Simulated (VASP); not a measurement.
# WS2 (Tungstenite): how cutoff and mesh change the relaxed cell, part 2 of 2

How far does the relaxed cell of WS2 (Tungstenite) depend on cutoff and k mesh? The starting structure is a measured crystal structure from the Crystallography Open Database. The first relaxation on each setting starts from this cell expanded by 3 % in volume.

VASP 6.6.1.

Results so far: reference 18.05 Å³ an atom; a cutoff of 260 eV 17.28 Å³ an atom.

**4. Relaxation with a 4×4×1 mesh**

Level of this step: PBEsol; plane waves and PAW (W, S) (VASP).

Against step 2 the input has a 4×4×1 mesh (also changed: KPAR and NCORE). This run starts from the cell of an earlier relaxation, which isn't shown; the restart sets up the plane waves anew.

Contents of INCAR:

```
SYSTEM = WS2
PREC = Accurate
ENCUT = 450
EDIFF = 1E-06
NELM = 100
ISMEAR = 0
SIGMA = 0.03
LREAL = .FALSE.
ALGO = Normal
GGA = PS
NBANDS = 24
LASPH = .TRUE.
LORBIT = 11
LWAVE = .FALSE.
LCHARG = .FALSE.
KPAR = 2
NCORE = 4
IBRION = 2
NSW = 50
ISIF = 3
EDIFFG = -0.006
```

Contents of POSCAR:

```
WS2
1.0
    3.1412697843      0.0000000000      0.0000000000
   -1.5706348921      2.7204194333      0.0000000000
    0.0000000000      0.0000000000     13.0005829668
W S
2 4
Direct
    0.6666666667      0.3333333333      0.7500000000
    0.3333333333      0.6666666667      0.2500000000
    0.6666666667      0.3333333333      0.3703901714
    0.3333333333      0.6666666667      0.8703901714
    0.6666666667      0.3333333333      0.1296098286
    0.3333333333      0.6666666667      0.6296098286
```

Contents of KPOINTS:

```
Automatic mesh
0
Gamma
4 4 1
0 0 0
```

The projector-augmented-wave data sets are W and S (PBE family, release 64).

Command:

```console
> mpirun -np 8 vasp_std
```

Log:

```text
[banner, memory and clock lines left out]
running    8 mpi-ranks, on    1 nodes
[...]
[... a notice as in an earlier step ...]

 LDA part: xc-table for (Slater+PW92), standard interpolation
 POSCAR, INCAR and KPOINTS ok, starting setup
[...]
entering main loop
       N       E                     dE             d eps       ncg     rms          rms(c)
DAV:   1     0.172529537607E+03    0.17253E+03   -0.14937E+04   192   0.118E+03
DAV:   2    -0.392343587825E+02   -0.21176E+03   -0.20631E+03   280   0.257E+02
DAV:   3    -0.530188159294E+02   -0.13784E+02   -0.13670E+02   264   0.646E+01
DAV:   4    -0.533755296159E+02   -0.35671E+00   -0.35572E+00   272   0.118E+01
[...]
DAV:  12    -0.507614814267E+02   -0.94644E-05   -0.36441E-04   264   0.119E-01    0.626E-02
DAV:  13    -0.507614873455E+02   -0.59188E-05   -0.34661E-05   272   0.313E-02    0.199E-02
DAV:  14    -0.507614872886E+02    0.56878E-07   -0.24230E-06   224   0.838E-03
   1 F= -.50761487E+02 E0= -.50761487E+02  d E =-.507615E+02
[...]
reached required accuracy - stopping structural energy minimisation
```

Wall time 6.6 s (8 MPI ranks of AMD EPYC 7R43, shared host); peak memory 0.86 GiB.

From OUTCAR (step 4):

```text
  Total        0.0034977      0.0034977      0.0012009      0.0000000      0.0000000      0.0000000
  in kB        0.0504414      0.0504414      0.0173193      0.0000000      0.0000000      0.0000000
  external PRESSURE =       0.0394007 kB  Pullay stress =       0.0000000 kB

 POSITION                                       TOTAL-FORCE (eV/Angst)
 -----------------------------------------------------------------------------------
      1.57063      0.90681      9.75044        -0.000000     -0.000000      0.000000
     -0.00000      1.81361      3.25015        -0.000000     -0.000000      0.000000
      1.57063      0.90681      4.81529        -0.000000      0.000000     -0.000812
     -0.00000      1.81361     11.31558        -0.000000     -0.000000     -0.000812
      1.57063      0.90681      1.68500         0.000000      0.000000      0.000812
     -0.00000      1.81361      8.18529         0.000000     -0.000000      0.000812
 -----------------------------------------------------------------------------------
    total drift:                               -0.000000      0.000000     -0.000000

  FREE ENERGIE OF THE ION-ELECTRON SYSTEM (eV)
  ---------------------------------------------------
  free  energy   TOTEN  =       -50.7614872886 eV

  energy  without entropy=      -50.7614872886  energy(sigma->0) =      -50.76148729

[... 1 part as in an earlier step ...]

[... 3 further parts left out ...]
[key lines of the parts left out:]
E-fermi :   5.7744
```

With a 4×4×1 mesh the cell ends at 18.516 Å³ an atom, +2.60 % from the reference, a by +0.0 % and c by +2.7 %.

**5. Relaxation with a cutoff of 600 eV**

Against step 2 the input has ENCUT = 600.

Changes to INCAR since step 4:

```diff
@@ -2,3 +2,3 @@
 PREC = Accurate
-ENCUT = 450
+ENCUT = 600
 EDIFF = 1E-06
@@ -15,4 +15,3 @@
 LCHARG = .FALSE.
-KPAR = 2
-NCORE = 4
+KPAR = 8
 IBRION = 2
```

Contents of POSCAR:

```
WS2
1.0
    3.1844218325      0.0000000000      0.0000000000
   -1.5922109162      2.7577902033      0.0000000000
    0.0000000000      0.0000000000     12.4450178364
W S
2 4
Direct
    0.6666666667      0.3333333333      0.7500000000
    0.3333333333      0.6666666667      0.2500000000
    0.6666666667      0.3333333333      0.3775000000
    0.3333333333      0.6666666667      0.8775000000
    0.6666666667      0.3333333333      0.1225000000
    0.3333333333      0.6666666667      0.6225000000
```

Contents of KPOINTS:

```
Automatic mesh
0
Gamma
9 9 2
0 0 0
```

Command:

```console
> mpirun -np 8 vasp_std
```

Log:

```text
[... set-up lines as in an earlier step ...]
 entering main loop
       N       E                     dE             d eps       ncg     rms          rms(c)
DAV:   1     0.203251116376E+03    0.20325E+03   -0.17492E+04  1152   0.148E+03
DAV:   2    -0.354873071691E+02   -0.23874E+03   -0.22972E+03  1552   0.300E+02
DAV:   3    -0.530120809929E+02   -0.17525E+02   -0.17405E+02  1592   0.746E+01
DAV:   4    -0.533921645791E+02   -0.38008E+00   -0.37913E+00  1584   0.124E+01
[...]
DAV:  12    -0.505871323829E+02    0.41780E-04   -0.49966E-04  1632   0.144E-01    0.561E-02
DAV:  13    -0.505871369909E+02   -0.46080E-05   -0.28174E-05  1520   0.330E-02    0.814E-03
DAV:  14    -0.505871366624E+02    0.32850E-06   -0.81682E-06  1640   0.144E-02
   1 F= -.50587137E+02 E0= -.50587137E+02  d E =-.505871E+02
[... from here on, the cycles between the ionic steps are left out ...]
   2 F= -.50208915E+02 E0= -.50208915E+02  d E =0.378222E+00
   3 F= -.50663417E+02 E0= -.50663417E+02  d E =-.762804E-01
   4 F= -.50663484E+02 E0= -.50663484E+02  d E =-.763471E-01
   5 F= -.50666776E+02 E0= -.50666776E+02  d E =-.329265E-02
   6 F= -.50666783E+02 E0= -.50666783E+02  d E =-.329882E-02
   7 F= -.50667473E+02 E0= -.50667473E+02  d E =-.690471E-03
   8 F= -.50669233E+02 E0= -.50669233E+02  d E =-.245077E-02
   9 F= -.50671508E+02 E0= -.50671508E+02  d E =-.472575E-02
  10 F= -.50672058E+02 E0= -.50672058E+02  d E =-.527572E-02
  11 F= -.50672374E+02 E0= -.50672374E+02  d E =-.559157E-02
  12 F= -.50668043E+02 E0= -.50668043E+02  d E =0.433116E-02
  13 F= -.50672405E+02 E0= -.50672405E+02  d E =-.304932E-04
[...]
reached required accuracy - stopping structural energy minimisation
```

The job ended after 4.3 min (8 MPI ranks; peak memory 2.8 GiB; 34 min of CPU time).

Parts of OUTCAR (step 5):

```text
  Total       -0.0238384     -0.0238384      0.0103318     -0.0000000     -0.0000000     -0.0000000
  in kB       -0.3514201     -0.3514201      0.1523091     -0.0000000     -0.0000000     -0.0000000
  external PRESSURE =      -0.1835104 kB  Pullay stress =       0.0000000 kB

 POSITION                                       TOTAL-FORCE (eV/Angst)
 -----------------------------------------------------------------------------------
      1.57159      0.90736      9.52697        -0.000000     -0.000000     -0.000000
     -0.00000      1.81471      3.17566        -0.000000     -0.000000     -0.000000
      1.57159      0.90736      4.74320        -0.000000      0.000000      0.004048
     -0.00000      1.81471     11.09451         0.000000      0.000000      0.004048
      1.57159      0.90736      1.60811        -0.000000      0.000000     -0.004048
     -0.00000      1.81471      7.95943         0.000000     -0.000000     -0.004048
 -----------------------------------------------------------------------------------
    total drift:                               -0.000000      0.000000     -0.000000

  FREE ENERGIE OF THE ION-ELECTRON SYSTEM (eV)
  ---------------------------------------------------
  free  energy   TOTEN  =       -50.6724046360 eV

  energy  without entropy=      -50.6724046360  energy(sigma->0) =      -50.67240464

[... 2 parts as in an earlier step ...]

[... 2 further parts left out ...]
[key lines of the parts left out:]
E-fermi :   6.0385
```

With a cutoff of 600 eV the cell ends at 18.114 Å³ an atom, +0.37 % from the reference, a by +0.0 % and c by +0.3 %.

**6. Relaxation with a 12×12×4 mesh**

Against step 2 the input has a 12×12×4 mesh.

Changes to INCAR since step 5:

```diff
@@ -2,3 +2,3 @@
 PREC = Accurate
-ENCUT = 600
+ENCUT = 450
 EDIFF = 1E-06
```

POSCAR is that of step 5.

Contents of KPOINTS:

```
Automatic mesh
0
Gamma
12 12 4
0 0 0
```

Command:

```console
> mpirun -np 8 vasp_std
```

Log:

```text
[... set-up lines as in an earlier step ...]
 entering main loop
       N       E                     dE             d eps       ncg     rms          rms(c)
DAV:   1     0.167162969407E+03    0.16716E+03   -0.14887E+04  2736   0.118E+03
DAV:   2    -0.402192620086E+02   -0.20738E+03   -0.19901E+03  3768   0.265E+02
DAV:   3    -0.531157566744E+02   -0.12896E+02   -0.12808E+02  3672   0.644E+01
DAV:   4    -0.533906760664E+02   -0.27492E+00   -0.27419E+00  3696   0.105E+01
[...]
DAV:  12    -0.505832850209E+02    0.40359E-04   -0.47284E-04  3872   0.138E-01    0.560E-02
DAV:  13    -0.505832885015E+02   -0.34806E-05   -0.29679E-05  3656   0.321E-02    0.782E-03
DAV:  14    -0.505832881797E+02    0.32184E-06   -0.63546E-06  3800   0.126E-02
   1 F= -.50583288E+02 E0= -.50583288E+02  d E =-.505833E+02
[... from here on, the cycles between the ionic steps are left out ...]
   2 F= -.50201958E+02 E0= -.50201958E+02  d E =0.381330E+00
   3 F= -.50660582E+02 E0= -.50660582E+02  d E =-.772940E-01
   4 F= -.50660650E+02 E0= -.50660650E+02  d E =-.773617E-01
   5 F= -.50663925E+02 E0= -.50663925E+02  d E =-.327523E-02
   6 F= -.50663928E+02 E0= -.50663928E+02  d E =-.327820E-02
   7 F= -.50664517E+02 E0= -.50664517E+02  d E =-.588833E-03
   8 F= -.50666021E+02 E0= -.50666021E+02  d E =-.209256E-02
   9 F= -.50667974E+02 E0= -.50667974E+02  d E =-.404607E-02
  10 F= -.50668441E+02 E0= -.50668441E+02  d E =-.451325E-02
  11 F= -.50668714E+02 E0= -.50668714E+02  d E =-.478576E-02
  12 F= -.50668586E+02 E0= -.50668586E+02  d E =-.465757E-02
  13 F= -.50666560E+02 E0= -.50666560E+02  d E =0.202597E-02
  14 F= -.50668630E+02 E0= -.50668630E+02  d E =-.448690E-04
[...]
reached required accuracy - stopping structural energy minimisation
```

Wall time 5 min (8 MPI ranks); peak memory 2.3 GiB; 40 min of CPU time.

Parts of OUTCAR (step 6):

```text
  Total       -0.0157675     -0.0157675     -0.0083572     -0.0000000     -0.0000000      0.0000000
  in kB       -0.2343378     -0.2343378     -0.1242056     -0.0000000     -0.0000000      0.0000000
  external PRESSURE =      -0.1976271 kB  Pullay stress =       0.0000000 kB

 POSITION                                       TOTAL-FORCE (eV/Angst)
 -----------------------------------------------------------------------------------
      1.57110      0.90707      9.45578        -0.000000     -0.000000      0.000000
     -0.00000      1.81415      3.15193        -0.000000     -0.000000      0.000000
      1.57110      0.90707      4.71998        -0.000000     -0.000000     -0.005326
     -0.00000      1.81415     11.02383        -0.000000     -0.000000     -0.005326
      1.57110      0.90707      1.58388         0.000000      0.000000      0.005326
     -0.00000      1.81415      7.88773         0.000000      0.000000      0.005326
 -----------------------------------------------------------------------------------
    total drift:                               -0.000000      0.000000     -0.000000

  FREE ENERGIE OF THE ION-ELECTRON SYSTEM (eV)
  ---------------------------------------------------
  free  energy   TOTEN  =       -50.6686304860 eV

  energy  without entropy=      -50.6686304860  energy(sigma->0) =      -50.66863049

[... 1 part as in an earlier step ...]

[... 3 further parts left out ...]
[key lines of the parts left out:]
E-fermi :   6.1662
```

With a 12×12×4 mesh the cell ends at 17.967 Å³ an atom, -0.44 % from the reference, a by +0.0 % and c by -0.4 %.

**7. Comparison**

```tsv
run	volume (Å³/atom)	change (%)	pressure left (GPa)	core minutes
reference	18.047	-	0.0	34.0
a cutoff of 260 eV	17.283	-4.24	0.04	17.2
a 4×4×1 mesh	18.516	2.6	0.0	8.61
a cutoff of 600 eV	18.114	0.37	-0.02	34.7
a 12×12×4 mesh	17.967	-0.44	-0.02	40.3
```

Core minutes are wall time times ranks, summed over the relaxations behind a row (those for a bulk modulus apart), on shared hosts.

**8. Outcome**

```json
{
  "volume of the reference": "18.05 Å³/atom",
  "volume against the reference, a cutoff of 260 eV": "-4.24 %",
  "volume against the reference, a 4×4×1 mesh": "+2.60 %",
  "volume against the reference, a cutoff of 600 eV": "+0.37 %",
  "volume against the reference, a 12×12×4 mesh": "-0.44 %"
}
```

What this shows: The volume moves most with a cutoff of 260 eV: -4.24 %, a by -0.3 % and c by -3.6 % against the reference (450 eV, 9×9×2 mesh). On finer settings it changes by +0.37 % with a cutoff of 600 eV and -0.44 % with a 12×12×4 mesh. The relaxations stop with up to 0.04 GPa left, which at a bulk modulus of 50 GPa, to name a scale, is 0.08 % of the volume, and more along a soft axis. That understates it: a restart alone still moved the volume by up to 0.5 %. The bonds form layers, and no dispersion term is on, so the spacing between them is unreliable throughout. A cell that shrinks at the lower cutoff is the usual mark of Pulay stress, the error that a plane-wave basis makes when it is kept while the volume changes. Further runs on this material are not shown.

[Lines on the potential files, build, host, timing and source positions are cut from VASP's logs without a mark.]

[Logs are printed without paths, hosts, clocks, repeated set-up lines and the standing remarks that a program may print on its own settings, such as how far it seeks lower states.]

[Hosts, paths, dates, database ids (printed as entryN), source tags and the programs' standing remarks are cut or masked in the printed files.]
